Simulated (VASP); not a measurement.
# La5Ge3 with PBEsol: from relaxation to properties, part 5 of 6

What structure does La5Ge3 take at this level, and what are its properties? Left out of this account: 1 further run (relaxation: it shows nothing beyond the runs told). The start is a computed cell from the Materials Project.

VASP 6.6.1; PBEsol; plane waves and PAW (La, Ge_d).

Still holding for the runs below: The k-mesh is coarse for a metal.

So far. Step 4 (Single point with fields (PBEsol)): In this run the pressure is 0.02 GPa, small enough to go on. Step 6 (Total and projected DOS (PBEsol)): The finer mesh and the other smearing move the Fermi level by +0.02 eV from the 3×3×4 run, a small shift, which tests the Fermi level alone. Of the states within 0.3 eV of the Fermi level, the largest shares in the PAW spheres are La d 33 % and La f 5 %. The rest lies in smaller channels or between the spheres.

**8. Volume scan with PBEsol, volume scale 0.94**

An equation of state needs energies on both sides of the minimum, all on one mesh and cutoff.

File INCAR:

```
SYSTEM = La5Ge3
PREC = Accurate
ENCUT = 410
EDIFF = 1E-06
NELM = 100
ISMEAR = 1
SIGMA = 0.2
LREAL = .FALSE.
ALGO = Normal
GGA = PS
NBANDS = 120
LASPH = .TRUE.
LORBIT = 11
LWAVE = .FALSE.
LCHARG = .FALSE.
KPAR = 4
NCORE = 2
ISIF = 2
```

File POSCAR:

```
La5Ge3
1.0
    8.7514071702      0.0000000000      0.0000000000
   -4.3757035851      7.5789409284      0.0000000000
    0.0000000000      0.0000000000      6.5803243606
La Ge
10 6
Direct
    0.6666666700      0.3333333300      0.0000000000
    0.3333333300      0.6666666700      0.0000000000
    0.3333333300      0.6666666700      0.5000000000
    0.6666666700      0.3333333300      0.5000000000
    0.7467885728      0.7467885728      0.7500000000
    0.2532114272      0.0000000000      0.7500000000
    0.0000000000      0.2532114272      0.7500000000
    0.2532114272      0.2532114272      0.2500000000
    0.7467885728      0.0000000000      0.2500000000
    0.0000000000      0.7467885728      0.2500000000
    0.3891162677      0.3891162677      0.7500000000
    0.6108837323      0.0000000000      0.7500000000
    0.0000000000      0.6108837323      0.7500000000
    0.6108837323      0.6108837323      0.2500000000
    0.3891162677      0.0000000000      0.2500000000
    0.0000000000      0.3891162677      0.2500000000
```

File KPOINTS:

```
Automatic mesh
0
Gamma
3 3 4
0 0 0
```

PAW data sets: La and Ge_d (PBE family, release 64).

Run with:

```
mpirun -np 8 vasp_std
```

Log:

```text
[... set-up lines as in an earlier step ...]
 entering main loop
       N       E                     dE             d eps       ncg     rms          rms(c)
DAV:   1     0.276483382611E+04    0.27648E+04   -0.59369E+04  2272   0.260E+03
DAV:   2     0.104055817237E+04   -0.17243E+04   -0.16021E+04  2536   0.683E+02
DAV:   3     0.108501075013E+03   -0.93206E+03   -0.91454E+03  3368   0.353E+02
DAV:   4    -0.729710305195E+02   -0.18147E+03   -0.17568E+03  3608   0.179E+02
DAV:   5    -0.922474727066E+02   -0.19276E+02   -0.18622E+02  4048   0.676E+01    0.129E+01
DAV:   6    -0.931161221761E+02   -0.86865E+00   -0.53303E+01  4296   0.267E+01    0.669E+00
DAV:   7    -0.935093946495E+02   -0.39327E+00   -0.15241E+01  4304   0.169E+01    0.389E+00
DAV:   8    -0.937512192771E+02   -0.24182E+00   -0.40087E+00  4048   0.860E+00    0.130E+00
DAV:   9    -0.938097278744E+02   -0.58509E-01   -0.10287E+00  4320   0.449E+00    0.846E-01
DAV:  10    -0.938385994111E+02   -0.28872E-01   -0.31348E-01  4320   0.222E+00    0.533E-01
DAV:  11    -0.938535188017E+02   -0.14919E-01   -0.12746E-01  4320   0.129E+00    0.292E-01
DAV:  12    -0.938607020606E+02   -0.71833E-02   -0.54545E-02  4320   0.793E-01    0.182E-01
DAV:  13    -0.938651986324E+02   -0.44966E-02   -0.37140E-02  4232   0.577E-01    0.767E-02
DAV:  14    -0.938664774156E+02   -0.12788E-02   -0.12461E-02  4320   0.404E-01    0.436E-02
DAV:  15    -0.938671082263E+02   -0.63081E-03   -0.61070E-03  4224   0.236E-01    0.255E-02
DAV:  16    -0.938673770403E+02   -0.26881E-03   -0.31883E-03  4184   0.181E-01    0.162E-02
DAV:  17    -0.938674504587E+02   -0.73418E-04   -0.82939E-04  3408   0.113E-01    0.221E-02
DAV:  18    -0.938675041169E+02   -0.53658E-04   -0.49928E-04  3416   0.614E-02    0.465E-03
DAV:  19    -0.938675203670E+02   -0.16250E-04   -0.15184E-04  3080   0.466E-02    0.265E-03
DAV:  20    -0.938675186742E+02    0.16929E-05   -0.42407E-05  2768   0.241E-02    0.141E-02
DAV:  21    -0.938675290381E+02   -0.10364E-04   -0.10853E-04  3096   0.314E-02    0.882E-03
DAV:  22    -0.938675304208E+02   -0.13827E-05   -0.15027E-05  2688   0.209E-02    0.272E-03
DAV:  23    -0.938675306937E+02   -0.27285E-06   -0.32008E-06  1920   0.824E-03
   1 F= -.93867531E+02 E0= -.93849355E+02  d E =-.545263E-01
```

It took 5.1 min on 8 MPI ranks of AMD EPYC 7R43, shared host; peak memory 2.7 GiB.

OUTCAR, selected parts (step 8):

```text
   ENCUT  =  410.0 eV  30.13 Ry    5.49 a.u.  14.45 14.45 10.86*2*pi/ulx,y,z

   NELECT =     194.0000    total number of electrons

 E-fermi :   8.2194

 k-point     1 :       0.0000    0.0000    0.0000
  band No.  band energies     occupation
    ...
     96       8.0902      1.87955
     97       8.0922      1.87139
     98       8.0922      1.87139
     99       8.1768      1.35202
    100       8.1768      1.35201
    101       8.3998     -0.02346
    102       8.4576     -0.07054
    103       8.5727     -0.03154
    104       9.2273     -0.00000
    105       9.4138     -0.00000
    ...

  Total       12.1788910     12.1788910      7.8447850      0.0000000      0.0000000      0.0000000
  in kB       44.7079353     44.7079353     28.7977074      0.0000000      0.0000000      0.0000000
  external PRESSURE =      39.4045260 kB  Pullay stress =       0.0000000 kB

 POSITION                                       TOTAL-FORCE (eV/Angst)
 -----------------------------------------------------------------------------------
      4.37570      2.52631      0.00000         0.000000     -0.000000     -0.000000
     -0.00000      5.05263      0.00000        -0.000000     -0.000000     -0.000000
     -0.00000      5.05263      3.29016        -0.000000     -0.000000     -0.000000
      4.37570      2.52631      3.29016         0.000000     -0.000000     -0.000000
      3.26773      5.65987      4.93524         0.010149      0.017579      0.000000
      2.21596      0.00000      4.93524        -0.020298     -0.000000     -0.000000
     -1.10798      1.91907      4.93524         0.010149     -0.017579      0.000000
      1.10798      1.91907      1.64508        -0.010149     -0.017579     -0.000000
      6.53545      0.00000      1.64508         0.020298     -0.000000      0.000000
     -3.26773      5.65987      1.64508        -0.010149      0.017579     -0.000000
      1.70266      2.94909      4.93524         0.036625      0.063437      0.000000
      5.34609      0.00000      4.93524        -0.073250     -0.000000      0.000000
     -2.67305      4.62985      4.93524         0.036625     -0.063437     -0.000000
      2.67305      4.62985      1.64508        -0.036625     -0.063437      0.000000
      3.40531      0.00000      1.64508         0.073250     -0.000000      0.000000
     -1.70266      2.94909      1.64508        -0.036625      0.063437     -0.000000
 -----------------------------------------------------------------------------------
    total drift:                                0.000000     -0.000000      0.000000

  FREE ENERGIE OF THE ION-ELECTRON SYSTEM (eV)
  ---------------------------------------------------
  free  energy   TOTEN  =       -93.8675306937 eV

  energy  without entropy=      -93.8130043714  energy(sigma->0) =      -93.84935525

[... 5 parts as in an earlier step ...]

[... 11 further parts left out ...]
```

The scan keeps the cell's shape and the fractional positions fixed.

This step gave:

```
SCF cycles              : 23
bands                   : 120
irreducible k-points    : 9
free energy (TOTEN)     : -93.8675 eV
energy at zero smearing : -93.8494 eV
Fermi energy            : 8.219 eV
pressure                : 3.940 GPa
```

Force by atom:

```csv
atom,x (eV/Å),y (eV/Å),z (eV/Å),size
La1,0.0000,0.0000,0.0000,0.0000
La2,0.0000,0.0000,0.0000,0.0000
La3,0.0000,0.0000,0.0000,0.0000
La4,0.0000,0.0000,0.0000,0.0000
La5,0.0101,0.0176,0.0000,0.0203
La6,-0.0203,0.0000,0.0000,0.0203
La7,0.0101,-0.0176,0.0000,0.0203
La8,-0.0101,-0.0176,0.0000,0.0203
La9,0.0203,0.0000,0.0000,0.0203
La10,-0.0101,0.0176,0.0000,0.0203
Ge11,0.0366,0.0634,0.0000,0.0733
Ge12,-0.0732,0.0000,0.0000,0.0732
Ge13,0.0366,-0.0634,0.0000,0.0733
Ge14,-0.0366,-0.0634,0.0000,0.0733
Ge15,0.0732,0.0000,0.0000,0.0732
Ge16,-0.0366,0.0634,0.0000,0.0733
```

The pressure here is 3.94 GPa.

**9. Volume scan with PBEsol, volume scale 0.96**

INCAR is that of step 8.

Changes to POSCAR since step 8:

```diff
@@ -2,5 +2,5 @@
 1.0
-    8.7514071702      0.0000000000      0.0000000000
-   -4.3757035851      7.5789409284      0.0000000000
-    0.0000000000      0.0000000000      6.5803243606
+    8.8130388288      0.0000000000      0.0000000000
+   -4.4065194143      7.6323155103      0.0000000000
+    0.0000000000      0.0000000000      6.6266661999
 La Ge
```

KPOINTS is that of step 8.

Run with:

```
mpirun -np 8 vasp_std
```

Log:

```text
[... set-up lines as in an earlier step ...]
 entering main loop
       N       E                     dE             d eps       ncg     rms          rms(c)
DAV:   1     0.275146868329E+04    0.27515E+04   -0.59466E+04  2256   0.259E+03
DAV:   2     0.103408187188E+04   -0.17174E+04   -0.15963E+04  2552   0.683E+02
DAV:   3     0.106494635845E+03   -0.92759E+03   -0.91160E+03  3344   0.349E+02
DAV:   4    -0.735866748217E+02   -0.18008E+03   -0.17457E+03  3608   0.176E+02
DAV:   5    -0.925412982032E+02   -0.18955E+02   -0.18303E+02  4048   0.663E+01    0.126E+01
DAV:   6    -0.934140264660E+02   -0.87273E+00   -0.52852E+01  4312   0.262E+01    0.651E+00
DAV:   7    -0.937283915942E+02   -0.31437E+00   -0.14604E+01  4320   0.165E+01    0.379E+00
DAV:   8    -0.939608725928E+02   -0.23248E+00   -0.38779E+00  4064   0.843E+00    0.128E+00
DAV:   9    -0.940093951474E+02   -0.48523E-01   -0.98714E-01  4320   0.441E+00    0.820E-01
DAV:  10    -0.940362510219E+02   -0.26856E-01   -0.29901E-01  4320   0.218E+00    0.515E-01
DAV:  11    -0.940496188603E+02   -0.13368E-01   -0.11514E-01  4320   0.126E+00    0.295E-01
DAV:  12    -0.940562109633E+02   -0.65921E-02   -0.51069E-02  4320   0.762E-01    0.175E-01
DAV:  13    -0.940603287025E+02   -0.41177E-02   -0.33631E-02  4280   0.561E-01    0.756E-02
DAV:  14    -0.940614443914E+02   -0.11157E-02   -0.11137E-02  4320   0.386E-01    0.495E-02
DAV:  15    -0.940620940766E+02   -0.64969E-03   -0.62883E-03  4192   0.235E-01    0.244E-02
DAV:  16    -0.940623506805E+02   -0.25660E-03   -0.31984E-03  4200   0.181E-01    0.191E-02
DAV:  17    -0.940624203247E+02   -0.69644E-04   -0.81313E-04  3296   0.113E-01    0.239E-02
DAV:  18    -0.940624699399E+02   -0.49615E-04   -0.39831E-04  3400   0.547E-02    0.101E-02
DAV:  19    -0.940624846813E+02   -0.14741E-04   -0.12742E-04  3008   0.432E-02    0.938E-03
DAV:  20    -0.940624877779E+02   -0.30965E-05   -0.36562E-05  2152   0.195E-02    0.125E-02
DAV:  21    -0.940624968222E+02   -0.90444E-05   -0.53680E-05  3216   0.241E-02    0.859E-04
DAV:  22    -0.940624989711E+02   -0.21489E-05   -0.17485E-05  2632   0.165E-02    0.262E-03
DAV:  23    -0.940624992941E+02   -0.32302E-06   -0.41003E-06  1952   0.103E-02
   1 F= -.94062499E+02 E0= -.94045121E+02  d E =-.521360E-01
```

Run time: 5 min. Hardware: 8 MPI ranks; peak memory 2.7 GiB; 39 min of CPU time.

From OUTCAR (step 9):

```text
   ENCUT  =  410.0 eV  30.13 Ry    5.49 a.u.  14.55 14.55 10.94*2*pi/ulx,y,z

   NELECT =     194.0000    total number of electrons

 E-fermi :   8.0061

 k-point     1 :       0.0000    0.0000    0.0000
  band No.  band energies     occupation
    ...
     96       7.8738      1.89126
     97       7.8751      1.88635
     98       7.8751      1.88635
     99       7.9835      1.18957
    100       7.9835      1.18957
    101       8.1434      0.08978
    102       8.2571     -0.07064
    103       8.3555     -0.03311
    104       8.9779     -0.00000
    105       9.1964     -0.00000
    ...

  Total        7.9250311      7.9250311      5.1594534      0.0000000      0.0000000     -0.0000000
  in kB       28.4861966     28.4861966     18.5454417      0.0000000      0.0000000     -0.0000000
  external PRESSURE =      25.1726116 kB  Pullay stress =       0.0000000 kB

 POSITION                                       TOTAL-FORCE (eV/Angst)
 -----------------------------------------------------------------------------------
      4.40652      2.54411      0.00000        -0.000000      0.000000     -0.000000
     -0.00000      5.08821      0.00000        -0.000000     -0.000000     -0.000000
     -0.00000      5.08821      3.31333        -0.000000     -0.000000     -0.000000
      4.40652      2.54411      3.31333        -0.000000      0.000000     -0.000000
      3.29074      5.69973      4.97000         0.004858      0.008415      0.000000
      2.23156      0.00000      4.97000        -0.009716     -0.000000      0.000000
     -1.11578      1.93259      4.97000         0.004858     -0.008415     -0.000000
      1.11578      1.93259      1.65667        -0.004858     -0.008415      0.000000
      6.58148      0.00000      1.65667         0.009716     -0.000000     -0.000000
     -3.29074      5.69973      1.65667        -0.004858      0.008415      0.000000
      1.71465      2.96986      4.97000         0.023759      0.041152      0.000000
      5.38374      0.00000      4.97000        -0.047518     -0.000000     -0.000000
     -2.69187      4.66246      4.97000         0.023759     -0.041152      0.000000
      2.69187      4.66246      1.65667        -0.023759     -0.041152     -0.000000
      3.42930      0.00000      1.65667         0.047518      0.000000     -0.000000
     -1.71465      2.96986      1.65667        -0.023759      0.041152     -0.000000
 -----------------------------------------------------------------------------------
    total drift:                                0.000000     -0.000000      0.000000

  FREE ENERGIE OF THE ION-ELECTRON SYSTEM (eV)
  ---------------------------------------------------
  free  energy   TOTEN  =       -94.0624992941 eV

  energy  without entropy=      -94.0103633391  energy(sigma->0) =      -94.04512064

[... 5 parts as in an earlier step ...]

[... 11 further parts left out ...]
```

Numbers from this step:

- free energy (TOTEN): -94.0625 eV
- energy at zero smearing: -94.0451 eV
- Fermi energy: 8.006 eV
- pressure: 2.517 GPa

The pressure falls from 3.94 to 2.52 GPa.

The run ends at a pressure of 2.52 GPa, with forces up to 0.048 eV/Å.

**10. Volume scan with PBEsol, volume scale 0.98**

INCAR is that of step 9.

Changes to POSCAR since step 9:

```diff
@@ -2,5 +2,5 @@
 1.0
-    8.8130388288      0.0000000000      0.0000000000
-   -4.4065194143      7.6323155103      0.0000000000
-    0.0000000000      0.0000000000      6.6266661999
+    8.8738203276      0.0000000000      0.0000000000
+   -4.4369101638      7.6849538324      0.0000000000
+    0.0000000000      0.0000000000      6.6723687903
 La Ge
```

KPOINTS is that of step 9.

Run with:

```
mpirun -np 8 vasp_std
```

Log:

```text
[... set-up lines as in an earlier step ...]
 entering main loop
       N       E                     dE             d eps       ncg     rms          rms(c)
DAV:   1     0.276108748102E+04    0.27611E+04   -0.59742E+04  2256   0.257E+03
DAV:   2     0.105029568282E+04   -0.17108E+04   -0.15924E+04  2544   0.676E+02
DAV:   3     0.108960854293E+03   -0.94133E+03   -0.92489E+03  3408   0.349E+02
DAV:   4    -0.736166991544E+02   -0.18258E+03   -0.17719E+03  3608   0.177E+02
[...]
DAV:  20    -0.941777602585E+02   -0.13799E-04   -0.84307E-05  3328   0.251E-02    0.713E-03
DAV:  21    -0.941777661803E+02   -0.59218E-05   -0.37556E-05  3000   0.220E-02    0.124E-03
DAV:  22    -0.941777666999E+02   -0.51954E-06   -0.83136E-06  2296   0.145E-02
   1 F= -.94177767E+02 E0= -.94161069E+02  d E =-.500929E-01
```

Elapsed: 4.8 min, on 8 MPI ranks; peak memory 2.8 GiB; 38 min of CPU time.

OUTCAR, selected parts (step 10):

```text
  Total        3.9030151      3.9030151      2.5565673      0.0000000      0.0000000     -0.0000000
  in kB       13.7429156     13.7429156      9.0019349      0.0000000      0.0000000     -0.0000000
  external PRESSURE =      12.1625887 kB  Pullay stress =       0.0000000 kB

 POSITION                                       TOTAL-FORCE (eV/Angst)
 -----------------------------------------------------------------------------------
      4.43691      2.56165      0.00000         0.000000      0.000000      0.000000
     -0.00000      5.12330      0.00000        -0.000000     -0.000000      0.000000
     -0.00000      5.12330      3.33618         0.000000     -0.000000      0.000000
      4.43691      2.56165      3.33618         0.000000      0.000000      0.000000
      3.31343      5.73904      5.00428         0.000435      0.000753      0.000000
      2.24695      0.00000      5.00428        -0.000870      0.000000      0.000000
     -1.12348      1.94592      5.00428         0.000435     -0.000753      0.000000
      1.12348      1.94592      1.66809        -0.000435     -0.000753      0.000000
      6.62687      0.00000      1.66809         0.000870     -0.000000      0.000000
     -3.31343      5.73904      1.66809        -0.000435      0.000753      0.000000
      1.72647      2.99034      5.00428         0.012520      0.021685      0.000000
      5.42087      0.00000      5.00428        -0.025039      0.000000     -0.000000
     -2.71044      4.69461      5.00428         0.012520     -0.021685     -0.000000
      2.71044      4.69461      1.66809        -0.012520     -0.021685     -0.000000
      3.45295      0.00000      1.66809         0.025039     -0.000000     -0.000000
     -1.72647      2.99034      1.66809        -0.012520      0.021685     -0.000000
 -----------------------------------------------------------------------------------
    total drift:                                0.000000      0.000000      0.000000

  FREE ENERGIE OF THE ION-ELECTRON SYSTEM (eV)
  ---------------------------------------------------
  free  energy   TOTEN  =       -94.1777666999 eV

  energy  without entropy=      -94.1276738346  energy(sigma->0) =      -94.16106908

[... 1 part as in an earlier step ...]

[... 2 further parts left out ...]
[key lines of the parts left out:]
E-fermi :   7.8013
```

The pressure falls from 2.52 to 1.22 GPa.

The run ends at a pressure of 1.22 GPa, with forces up to 0.025 eV/Å.

**11. Volume scan with PBEsol, volume scale 1**

INCAR is that of step 10.

Changes to POSCAR since step 10:

```diff
@@ -2,5 +2,5 @@
 1.0
-    8.8738203276      0.0000000000      0.0000000000
-   -4.4369101638      7.6849538324      0.0000000000
-    0.0000000000      0.0000000000      6.6723687903
+    8.9337803919      0.0000000000      0.0000000000
+   -4.4668901959      7.7368807713      0.0000000000
+    0.0000000000      0.0000000000      6.7174537308
 La Ge
```

KPOINTS is that of step 10.

Run with:

```
mpirun -np 8 vasp_std
```

Log:

```text
[... set-up lines as in an earlier step ...]
 entering main loop
       N       E                     dE             d eps       ncg     rms          rms(c)
[... 23 cycles as in an earlier step ...]
   1 F= -.94221275E+02 E0= -.94205323E+02  d E =-.478546E-01
```

It took 5.1 min on 8 MPI ranks; peak memory 2.8 GiB.

OUTCAR, selected parts (step 11):

```text
[... 6 parts as in an earlier step ...]

[... 1 further part left out ...]
[key lines of the parts left out:]
E-fermi :   7.6046
```

The pressure falls from 1.22 to 0.02 GPa.

The run ends at a pressure of 0.02 GPa, with forces up to 0.0068 eV/Å.

(Continued in part 6 of 6.)

[Lines on the potential files, build, host, timing and source positions are cut from VASP's logs without a mark.]

[Logs are printed without paths, hosts, clocks, repeated set-up lines and the standing remarks that a program may print on its own settings, such as how far it seeks lower states.]

[Hosts, paths, dates, database ids (printed as entryN), source tags and the programs' standing remarks are cut or masked in the printed files.]

[A measured line is paired with the nearest computed mode of its activity, which favours agreement.]

[In band tables of VASP the shares of atoms and orbitals are scaled to a sum of 1 inside the atoms' spheres.]
